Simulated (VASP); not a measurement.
Energy against volume of InAs (zinc blende). Method: HSE06 screened hybrid, VASP's PBE PAW potentials (set 64) (plane waves; VASP). Settings: 520 eV cut-off, 6×6×6 Γ-centred mesh, Gaussian smearing of 0.050 eV, potentials In_d As.

```csv
V (Å³/atom),E (eV/atom)
27.855,-4.62046
28.744,-4.62195
29.633,-4.61386
30.522,-4.59778
```

Problem. Fit these four points and predict the energy of the run at 26.966 Å³/atom.

Solution. A cubic in V^(−2/3), the third-order Birch-Murnaghan form, passes through the four points with V0 = 28.42 Å³/atom and B0 = 59 GPa, and gives -4.6075 eV/atom there. The run gave -4.6076 eV/atom, -0.1 meV/atom from the fit; all five points give B0 = 59 GPa.

The compound is InAs in the zinc blende structure. It was relaxed first. The cell's shape comes from a PBE relaxation.
